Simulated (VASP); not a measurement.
Given:

```xyz
2
Lattice="0.0000 2.7300 2.7300 2.7300 0.0000 2.7300 2.7300 2.7300 0.0000" Properties=species:S:1:pos:R:3 pbc="T T T"
Al     0.0000     0.0000     0.0000
P      1.3650     1.3650     1.3650
```

Level of theory: G0W0 on PBE orbitals, VASP's PBE PAW potentials (set 64) (plane waves; VASP). Numerical set-up: PREC = Normal, 350 eV cut-off, 4×4×4 Γ-centred mesh, Gaussian smearing of 0.010 eV, potentials Al_GW P_GW.

The mesh is coarse and the basis finite, so the quasiparticle values are not converged.

NBANDS = 240, ENCUTGW = 250 eV, NOMEGA = 64. The PBE levels (eV) that the step starts from are:

| state | KS energy | filling |
|---|---|---|
| k1 (0.00, 0.00, 0.00), band 1 | -7.61 | 2 |
| k1 (0.00, 0.00, 0.00), band 2 | 3.90 | 2 |
| k1 (0.00, 0.00, 0.00), band 3 | 3.90 | 2 |
| k1 (0.00, 0.00, 0.00), band 4 | 3.90 | 2 |
| k1 (0.00, 0.00, 0.00), band 5 | 7.20 | 0 |
| k1 (0.00, 0.00, 0.00), band 6 | 8.44 | 0 |
| k1 (0.00, 0.00, 0.00), band 7 | 8.44 | 0 |
| k1 (0.00, 0.00, 0.00), band 8 | 8.44 | 0 |
| k5 (0.50, 0.25, 0.00), band 1 | -5.66 | 2 |
| k5 (0.50, 0.25, 0.00), band 2 | -1.01 | 2 |
| k5 (0.50, 0.25, 0.00), band 3 | 1.23 | 2 |
| k5 (0.50, 0.25, 0.00), band 4 | 2.35 | 2 |
| k5 (0.50, 0.25, 0.00), band 5 | 6.68 | 0 |
| k5 (0.50, 0.25, 0.00), band 6 | 9.20 | 0 |
| k5 (0.50, 0.25, 0.00), band 7 | 10.78 | 0 |
| k5 (0.50, 0.25, 0.00), band 8 | 11.00 | 0 |
| k7 (0.50, 0.50, 0.00), band 1 | -5.26 | 2 |
| k7 (0.50, 0.50, 0.00), band 2 | -1.42 | 2 |
| k7 (0.50, 0.50, 0.00), band 3 | 1.79 | 2 |
| k7 (0.50, 0.50, 0.00), band 4 | 1.79 | 2 |
| k7 (0.50, 0.50, 0.00), band 5 | 5.46 | 0 |
| k7 (0.50, 0.50, 0.00), band 6 | 6.35 | 0 |
| k7 (0.50, 0.50, 0.00), band 7 | 14.95 | 0 |
| k7 (0.50, 0.50, 0.00), band 8 | 14.95 | 0 |

Give the quasiparticle energies and renormalisation factors Z.

| state | QP energy (eV) | Z |
|---|---|---|
| k1 (0.00, 0.00, 0.00), band 1 | -8.28 | 0.67 |
| k1 (0.00, 0.00, 0.00), band 2 | 3.12 | 0.76 |
| k1 (0.00, 0.00, 0.00), band 3 | 3.12 | 0.76 |
| k1 (0.00, 0.00, 0.00), band 4 | 3.12 | 0.76 |
| k1 (0.00, 0.00, 0.00), band 5 | 7.38 | 0.77 |
| k1 (0.00, 0.00, 0.00), band 6 | 8.69 | 0.76 |
| k1 (0.00, 0.00, 0.00), band 7 | 8.69 | 0.76 |
| k1 (0.00, 0.00, 0.00), band 8 | 8.69 | 0.76 |
| k5 (0.50, 0.25, 0.00), band 1 | -6.26 | 0.69 |
| k5 (0.50, 0.25, 0.00), band 2 | -1.81 | 0.70 |
| k5 (0.50, 0.25, 0.00), band 3 | 0.42 | 0.74 |
| k5 (0.50, 0.25, 0.00), band 4 | 1.52 | 0.75 |
| k5 (0.50, 0.25, 0.00), band 5 | 6.78 | 0.78 |
| k5 (0.50, 0.25, 0.00), band 6 | 9.35 | 0.76 |
| k5 (0.50, 0.25, 0.00), band 7 | 10.99 | 0.74 |
| k5 (0.50, 0.25, 0.00), band 8 | 11.22 | 0.74 |
| k7 (0.50, 0.50, 0.00), band 1 | -5.84 | 0.69 |
| k7 (0.50, 0.50, 0.00), band 2 | -2.21 | 0.70 |
| k7 (0.50, 0.50, 0.00), band 3 | 0.94 | 0.74 |
| k7 (0.50, 0.50, 0.00), band 4 | 0.94 | 0.74 |
| k7 (0.50, 0.50, 0.00), band 5 | 5.48 | 0.78 |
| k7 (0.50, 0.50, 0.00), band 6 | 6.50 | 0.78 |
| k7 (0.50, 0.50, 0.00), band 7 | 15.05 | 0.71 |
| k7 (0.50, 0.50, 0.00), band 8 | 15.05 | 0.71 |
On the mesh the gap opens from 1.56 to 2.35 eV.

The compound is AlP in the zinc blende structure. The cell was not relaxed at this level. The k-mesh is coarse (spacing up to 0.50 per Å, 2π included), so the numbers may not be converged in it.
